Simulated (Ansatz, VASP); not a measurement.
Nb2Te2S in VASP and in Ansatz

```xyz
5
Lattice="3.0809 -5.5350 0.0000 3.0809 5.5350 0.0000 0.0000 0.0000 4.4349" Properties=species:S:1:pos:R:3 pbc="T T T"
Nb    4.9970    0.0000    0.0000
Nb    1.1647    0.0000    0.0000
Te    1.5404    2.7675    0.0000
Te    1.5404   -2.7675    0.0000
S     0.0000    0.0000    2.2174
```

Alike in both runs: functional PBE; k mesh 4 × 4 × 4; occupations gaussian, width 0.1 eV; no spin polarisation.

Ansatz relaxed the structure, and its values are those at the end. VASP's run is a single point on that final structure, the one shown.

```csv
,VASP,Ansatz
version,VASP 6.6.1,Ansatz 0.2.0
potentials or method,"VASP PAW PBE potentials, release 64 (Nb_sv, Te, S)","scalar-relativistic, plane waves, PAW"
plane-wave cutoff (eV),520,420
valence electrons in the cell,44,64
```

Ansatz gave:

```
gap on the k mesh at the Fermi level (eV) : none
pressure (GPa)                            : 0.0
```

Question: Estimate VASP's values.

Answer: gap on the k mesh at the Fermi level (eV): none; pressure (GPa): -0.1.

A gap of «none» marks a metal or a gap that the smearing closes. The two sets of potentials don't hold the same shells in valence.

Spin-orbit coupling is left out, which matters for the levels of Te.
